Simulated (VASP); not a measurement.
# SiClH3 in VASP: notebook, part 2 of 2

VASP 6.6.1. The steps go on from the part before.

## Step 4: Single point, RPBE+D3(BJ)

INCAR

```
PREC = Accurate
ENCUT = 520
EDIFF = 1E-6
ISMEAR = 0
SIGMA = 0.01
LREAL = F
LASPH = T
NELM = 80
ALGO = Normal
ISIF = 2
LWAVE = F
LCHARG = F
GGA = RP
IVDW = 12
```

KPOINTS

```
regular mesh
0
Gamma
  1 1 1
```

POSCAR

```
SiH3Cl
1.0
   12.0000000000      0.0000000000      0.0000000000
    0.0000000000     12.0000000000      0.0000000000
    0.0000000000      0.0000000000     12.0000000000
Si Cl H
1 1 3
Cartesian
    5.4573000000      5.5847499600      6.1209999600
    7.4076000000      5.0526500400      6.4818000000
    4.6184000400      5.0778500400      7.2309999600
    5.0346000000      4.9804500000      4.8369999600
    5.3784999600      7.0615500000      6.0471999600
```

Potentials or basis: VASP PAW PBE potentials, release 64 (Si, Cl, H).

Run with:

```bash
> cat potpaw_PBE.64/Si/POTCAR potpaw_PBE.64/Cl/POTCAR potpaw_PBE.64/H/POTCAR > POTCAR
> mpirun -np 1 vasp_gam > vasp.out
```

OUTCAR:

```text
PREC = Accurate
   ENCUT = 520
   EDIFF = 1E-6
   ISMEAR = 0
   LREAL = F
   LASPH = T
   NELM = 80
   ISIF = 2
   GGA = RP
   IVDW = 12
 IVDW          = 12

 ion  position               nearest neighbor table
   1  0.455  0.465  0.510-   4 1.48   5 1.48   3 1.48   2 2.05
   2  0.617  0.421  0.540-   1 2.05
   3  0.385  0.423  0.603-   1 1.48
   4  0.420  0.415  0.403-   1 1.48
   5  0.448  0.588  0.504-   1 1.48

  LATTYP: Found a simple cubic cell.
 ALAT       =    12.0000000000

  Lattice vectors:

 A1 = (  12.0000000000,   0.0000000000,   0.0000000000)
 A2 = (   0.0000000000,  12.0000000000,   0.0000000000)
 A3 = (   0.0000000000,   0.0000000000,  12.0000000000)

Analysis of symmetry for initial positions (statically):
=====================================================================
 Subroutine PRICEL returns:
 Original cell was already a primitive cell.

 Routine SETGRP: Setting up the symmetry group for a
 simple cubic supercell.

 Subroutine GETGRP returns: Found  1 space group operations
[... 150 lines left out ...]

 val. band max:       -7.4332669025   @ k =   0.0000   0.0000   0.0000
 cond. band min:      -0.9023257225   @ k =   0.0000   0.0000   0.0000
 fundamental gap:      6.5309411800
 Fermi energy:        -7.3662453373

 k-point     1 :       0.0000    0.0000    0.0000
  band No.  band energies     occupation
      1     -20.5326      2.00000
      2     -13.3290      2.00000
      3      -9.4546      2.00000
      4      -9.1056      2.00000
      5      -9.1053      2.00000
      6      -7.4335      2.00000
      7      -7.4333      2.00000
      8      -0.9023      0.00000
      9      -0.4734      0.00000
     10       0.2104      0.00000
     11       0.2701      0.00000

------------------------ aborting loop because EDIFF is reached ----------------------------------------

 Edisp (eV)   -0.60553

 E8    (eV) :    -0.3331

  FORCE on cell =-STRESS in cart. coord.  units (eV):
  Direction    XX          YY          ZZ          XY          YZ          ZX
  --------------------------------------------------------------------------------------
  -------------------------------------------------------------------------------------
  Total       0.34420     0.23189     0.22673    -0.03515    -0.00562     0.02446
  in kB       0.31914     0.21501     0.21022    -0.03259    -0.00521     0.02268
  external pressure =        0.25 kB  Pullay stress =        0.00 kB

 VOLUME and BASIS-vectors are now :
 -----------------------------------------------------------------------------
  energy-cutoff  :      520.00
  volume of cell :     1728.00
      direct lattice vectors                 reciprocal lattice vectors
    12.000000000  0.000000000  0.000000000     0.083333333  0.000000000  0.000000000
     0.000000000 12.000000000  0.000000000     0.000000000  0.083333333  0.000000000
     0.000000000  0.000000000 12.000000000     0.000000000  0.000000000  0.083333333

 POSITION                                       TOTAL-FORCE (eV/Angst)
 -----------------------------------------------------------------------------------
      5.45730      5.58475      6.12100        -0.049136      0.012776     -0.007292
      7.40760      5.05265      6.48180         0.165479     -0.045154      0.030594
      4.61840      5.07785      7.23100        -0.074522     -0.046898      0.102307
      5.03460      4.98045      4.83700        -0.036801     -0.056828     -0.119045
      5.37850      7.06155      6.04720        -0.005020      0.136105     -0.006564
 -----------------------------------------------------------------------------------
    total drift:                                0.000199     -0.000115      0.000034

  FREE ENERGIE OF THE ION-ELECTRON SYSTEM (eV)
  ---------------------------------------------------
  free  energy   TOTEN  =       -19.5350860005 eV

  energy  without entropy=      -19.5350860005  energy(sigma->0) =      -19.53508600
```

It took 98 s on 1 thread of AMD EPYC 7R13 (Zen 3), shared host; peak memory 1.2 GiB.

Results:

```
Free energy                     : -19.5351 eV
Largest force                   : 0.174 eV/Å
Gap between the frontier levels : 6.53 eV
Dispersion energy per atom      : -0.121 eV
```

Forces on the atoms (eV/Å):
```
Si  -0.049  0.013 -0.007
Cl   0.165 -0.045  0.031
H   -0.075 -0.047  0.102
H   -0.037 -0.057 -0.119
H   -0.005  0.136 -0.007
```

Levels at points of the mesh, in eV from the valence-band top:
```
           k point  band 5  band 6  band 7  band 8  band 9  band 10
(0.00, 0.00, 0.00)   -1.67    0.00    0.00    6.53    6.96     7.64
```

Caveat: the PAW data sets were made with another functional, which shifts forces and pressure a little.

## Step 5: For comparison

An earlier run on the cell as given: functional PBE; potentials or basis VASP PAW PBE potentials, release 64 (Si, Cl, H); cutoff 520 eV; k mesh 1 × 1 × 1; occupations gaussian, width 0.01 eV; no spin polarisation.

* Largest force: 0.204 eV/Å
* Gap between the frontier levels: 6.51 eV

## Step 6: Summary

| task | level | cell | grid for exact exchange (PRECFOCK) | screening parameter | gap on the mesh (eV) | largest force (eV/Å) |
| --- | --- | --- | --- | --- | --- | --- |
| relaxation of the atoms | revPBE+D3(BJ) | atoms relaxed | - | - | 6.48 | - |
| single point | HSE06+TS | as given | Normal | 0.2 1/A | 7.92 | 0.08 |
| single point | RPBE+D3(BJ) | as given | - | - | 6.53 | 0.17 |
| single point | PBE | as given | - | - | 6.51 | 0.20 |

Alike in all rows: potentials or basis VASP PAW PBE potentials, release 64 (Si, Cl, H); no spin polarisation; k mesh 1 × 1 × 1; cutoff (eV) 520; smearing gaussian 0.01 eV.

On the cell as given the gap runs from 6.51 eV (PBE) to 7.92 eV (HSE06+TS).

Caveats: the PAW data sets were made with another functional, which shifts forces and pressure a little (some runs).

Absolute energies hang on the potentials; compare differences alone.
